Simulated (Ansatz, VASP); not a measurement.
**Two plane-wave programs on SiAs5**

File INCAR:

```
SYSTEM = SiAs5
PREC = Accurate
ENCUT = 600
EDIFF = 1E-6
ISMEAR = 0
SIGMA = 0.1
LREAL = .FALSE.
LASPH = .TRUE.
NELM = 60
ALGO = Normal
ISIF = 3
LWAVE = .FALSE.
LCHARG = .FALSE.
GGA = PE
IBRION = 2
NSW = 90
EDIFFG = -0.04
```

The input KPOINTS:

```
Automatic mesh
0
G
  4 4 4
  0 0 0
```

Contents of POSCAR:

```
SiAs5
1.0
    0.0000000000      4.1867115900      4.1867115900
    4.1867115900      0.0000000000      4.1867115900
    4.1867115900      4.1867115900      0.0000000000
Si As
1 5
Direct
    0.7500000000      0.7500000000      0.7500000000
    0.1133444000      0.1133444000      0.1133444000
    0.1133444000      0.1133444000      0.6599668000
    0.1133444000      0.6599668000      0.1133444000
    0.6599668000      0.1133444000      0.1133444000
    0.5000000000      0.5000000000      0.5000000000
```

Input for Ansatz:

```yaml
crystal:
  lattice:
    - [0.0, 4.18671159, 4.18671159]
    - [4.18671159, 0.0, 4.18671159]
    - [4.18671159, 4.18671159, 0.0]
  atoms:
    - { symbol: Si, position: [0.75, 0.75, 0.75] }
    - { symbol: As, position: [0.1133444, 0.1133444, 0.1133444] }
    - { symbol: As, position: [0.1133444, 0.1133444, 0.6599668] }
    - { symbol: As, position: [0.1133444, 0.6599668, 0.1133444] }
    - { symbol: As, position: [0.6599668, 0.1133444, 0.1133444] }
    - { symbol: As, position: [0.5, 0.5, 0.5] }
basis:
  ecutwfc: 420
kpoints:
  mp_grid: { grid: [4, 4, 4] }
hamiltonian:
  xc: pbe
scf:
  occupations: { method: gaussian, width: 0.1 }
  lower_state_search: "off"
output:
  forces: true
  stress: true
  eigenvalues: true
relax:
  adjacent_minimum: "off"
  f_tol: 0.04
  max_steps: 70
  cell: { stress_tol: 0.4 }
```

Alike in both runs: task relaxation of cell and atoms; functional PBE; k mesh 4 × 4 × 4; occupations gaussian, width 0.1 eV; no spin polarisation.

|  | VASP | Ansatz |
| --- | --- | --- |
| version | VASP 6.6.1 | Ansatz 0.2.0 |
| potentials or method | VASP PAW PBE potentials, release 64 (Si, As) | scalar-relativistic, plane waves, PAW |
| plane-wave cutoff (eV) | 600 | 420 |
| valence electrons in the cell | 29 | 79 |

VASP gave:

| Quantity | Value |
| --- | --- |
| gap on the k mesh at the Fermi level, each at its own relaxed structure (eV) | none |
| relaxed volume (Å³/atom) | 19.85 |
| relaxed cell length with the largest relative difference (Å) | 5.522 |
| energy change over the relaxation (meV/atom) | -153 |

**Question.** Which values does Ansatz return?

**Answer.** gap on the k mesh at the Fermi level, each at its own relaxed structure (eV): none; relaxed volume (Å³/atom): 19.72; relaxed cell length with the largest relative difference (Å): 5.510; energy change over the relaxation (meV/atom): -153.

A gap of «none» marks a metal or a gap that the smearing closes. The two sets of potentials don't hold the same shells in valence.

Caveats: the volume moved by over 15 % at a fixed basis, so the end points are rough (VASP).
